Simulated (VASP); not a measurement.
Given:

```
AlN
1.0
    0.00000     2.19981     2.19981
    2.19981     0.00000     2.19981
    2.19981     2.19981     0.00000
Al N
1 1
Direct
  0.00000   0.00000   0.00000
  0.25000   0.25000   0.25000
```

Level of theory: PW91 GGA, VASP's PBE PAW potentials (set 64) (plane waves; VASP). Numerical set-up: 520 eV cut-off, 12×12×12 Γ-centred mesh, tetrahedra with Blöchl corrections, potentials Al N.

Task: Predict the energy per atom (σ→0), band gap (on the k-mesh) with the smallest direct gap where there is one.

Result: 
```
Quantity                                      Value
-----------------------------------  --------------
band gap (on the k-mesh)                    3.34 eV
smallest direct gap (on the k-mesh)         4.04 eV
energy per atom (σ→0)                -7.470 eV/atom
```

The compound is AlN in the zinc blende structure, a metastable form; wurtzite is the usual one. It was relaxed first.
